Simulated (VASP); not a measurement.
Method: PBEsol GGA, VASP's PBE PAW potentials (set 64) (plane waves; VASP 6.6.1).

VASP ran on this input.

INCAR:
```
SYSTEM = Co
PREC = Accurate
ENCUT = 500
EDIFF = 1E-6
NELM = 100
ALGO = Normal
LREAL = .FALSE.
LASPH = .TRUE.
ISMEAR = 1
SIGMA = 0.1
GGA = PS
LMAXMIX = 4
ISPIN = 2
MAGMOM = 1.6 1.6
LORBIT = 10
LWAVE = .FALSE.
LCHARG = .FALSE.
IBRION = 2
ISIF = 3
NSW = 40
EDIFFG = -0.02
```

**POSCAR**
```
Co
1.0
  1.2270483852  -2.1253103672   0.0000000000
  1.2270483852   2.1253103672   0.0000000000
  0.0000000000   0.0000000000   3.9582307857
Co
2
Direct
  0.3333330000   0.6666670000   0.2500000000
  0.6666670000   0.3333330000   0.7500000000
```

### KPOINTS
```
Automatic
0
gamma
 17 17 9
0 0 0
```

POTCAR, in this order: Co (PBE.64 set). Program: vasp_std.

The run wrote:

**OSZICAR**
```
       N       E                     dE             d eps       ncg     rms          rms(c)
DAV:   1     0.770042681331E+02    0.77004E+02   -0.81309E+03 10180   0.156E+03
DAV:   2    -0.158569563397E+02   -0.92861E+02   -0.86009E+02  9949   0.254E+02
DAV:   3    -0.179846104108E+02   -0.21277E+01   -0.20735E+01 11909   0.547E+01
DAV:   4    -0.180183933797E+02   -0.33783E-01   -0.33773E-01 14400   0.524E+00
DAV:   5    -0.180186577461E+02   -0.26437E-03   -0.26436E-03 12247   0.446E-01    0.165E+01
DAV:   6    -0.158973035327E+02    0.21214E+01   -0.14822E+01 10796   0.798E+01    0.725E+00
DAV:   7    -0.155101358975E+02    0.38717E+00   -0.19603E+00 11265   0.277E+01    0.394E+00
DAV:   8    -0.154894835861E+02    0.20652E-01   -0.21201E-02 13958   0.168E+00    0.198E+00
DAV:   9    -0.154720027808E+02    0.17481E-01   -0.44921E-03 15036   0.113E+00    0.687E-01
DAV:  10    -0.154724361122E+02   -0.43333E-03   -0.72883E-04 13888   0.412E-01    0.335E-01
DAV:  11    -0.154723135073E+02    0.12260E-03   -0.26410E-04 12490   0.256E-01    0.336E-02
DAV:  12    -0.154723082164E+02    0.52909E-05   -0.14826E-05 11076   0.359E-02    0.172E-02
DAV:  13    -0.154723065298E+02    0.16866E-05   -0.22288E-06  7666   0.231E-02    0.104E-02
DAV:  14    -0.154723067265E+02   -0.19673E-06   -0.57858E-07  6539   0.110E-02
   1 F= -.15472307E+02 E0= -.15472593E+02  d E =-.154723E+02  mag=     3.1552
       N       E                     dE             d eps       ncg     rms          rms(c)
DAV:   1    -0.154748830357E+02   -0.25765E-02   -0.30680E-02  9991   0.328E+00    0.411E-01
DAV:   2    -0.154727826519E+02    0.21004E-02   -0.11353E-02 10663   0.220E+00    0.256E-01
DAV:   3    -0.154723651528E+02    0.41750E-03   -0.11985E-03 10649   0.712E-01    0.114E-01
DAV:   4    -0.154723259149E+02    0.39238E-04   -0.16728E-05 13018   0.543E-02    0.407E-02
DAV:   5    -0.154722898522E+02    0.36063E-04   -0.82758E-06 14999   0.408E-02    0.555E-03
DAV:   6    -0.154722905128E+02   -0.66063E-06   -0.56729E-07  5744   0.826E-03
   2 F= -.15472291E+02 E0= -.15472584E+02  d E =0.162137E-04  mag=     3.1597
       N       E                     dE             d eps       ncg     rms          rms(c)
DAV:   1    -0.154731293843E+02   -0.83953E-03   -0.92267E-03  9963   0.179E+00    0.227E-01
DAV:   2    -0.154724964383E+02    0.63295E-03   -0.34484E-03 10635   0.122E+00    0.142E-01
DAV:   3    -0.154723673564E+02    0.12908E-03   -0.36823E-04 10621   0.395E-01    0.626E-02
DAV:   4    -0.154723563108E+02    0.11046E-04   -0.51805E-06 12347   0.305E-02    0.223E-02
DAV:   5    -0.154723468589E+02    0.94520E-05   -0.19797E-06  7848   0.222E-02    0.338E-03
DAV:   6    -0.154723467664E+02    0.92417E-07   -0.68984E-07  6513   0.943E-03
   3 F= -.15472347E+02 E0= -.15472637E+02  d E =-.400399E-04  mag=     3.1572
```

OUTCAR:
```
------------------------ aborting loop because EDIFF is reached ----------------------------------------
  FORCE on cell =-STRESS in cart. coord.  units (eV):
  Direction    XX          YY          ZZ          XY          YZ          ZX
  --------------------------------------------------------------------------------------
  Total       -0.0011839     -0.0011839     -0.0032044      0.0000000     -0.0000000     -0.0000000
  in kB       -0.0917327     -0.0917327     -0.2482940      0.0000000     -0.0000000     -0.0000000
  external PRESSURE =      -0.1439198 kB  Pullay stress =       0.0000000 kB
  volume of cell :       20.68
      direct lattice vectors                 reciprocal lattice vectors
     1.227682996 -2.126409546  0.000000000     0.407271259 -0.235138147 -0.000000000
     1.227682996  2.126409546  0.000000000     0.407271259  0.235138147 -0.000000000
     0.000000000  0.000000000  3.960349156    -0.000000000  0.000000000  0.252502989
 POSITION                                       TOTAL-FORCE (eV/Angst)
 -----------------------------------------------------------------------------------
      1.22768      0.70880      0.99009        -0.000000     -0.000000      0.000000
      1.22768     -0.70880      2.97026         0.000000      0.000000      0.000000
 -----------------------------------------------------------------------------------
    total drift:                                0.000000     -0.000005     -0.000029
  FREE ENERGIE OF THE ION-ELECTRON SYSTEM (eV)
  ---------------------------------------------------
  free  energy   TOTEN  =       -15.4723467664 eV

  energy  without entropy=      -15.4732173497  energy(sigma->0) =      -15.47263696

 total charge

# of ion       s       p       d       tot
------------------------------------------
    1        0.510   0.568   7.292   8.370
    2        0.510   0.568   7.292   8.370
--------------------------------------------------
tot          1.020   1.136  14.584  16.740

 magnetization (x)

# of ion       s       p       d       tot
------------------------------------------
    1       -0.015  -0.050   1.650   1.584
    2       -0.015  -0.050   1.650   1.584
--------------------------------------------------
tot         -0.030  -0.101   3.299   3.169

 reached required accuracy - stopping structural energy minimisation
```
(Selected blocks of OUTCAR.)

**CONTCAR**
```
Co
   1.00000000000000
     1.2276829959783726   -2.1264095456535821    0.0000000000000000
     1.2276829959783726    2.1264095456535821    0.0000000000000000
     0.0000000000000000    0.0000000000000000    3.9603491557977142
  Co
     2
Direct
     0.3333330000000032    0.6666669999999968    0.2500000000000000
     0.6666669999999968    0.3333330000000032    0.7500000000000000
```

The compound is Co in the hcp structure. This run relaxes it. Symmetry was kept, so distortions that lower it aren't found.
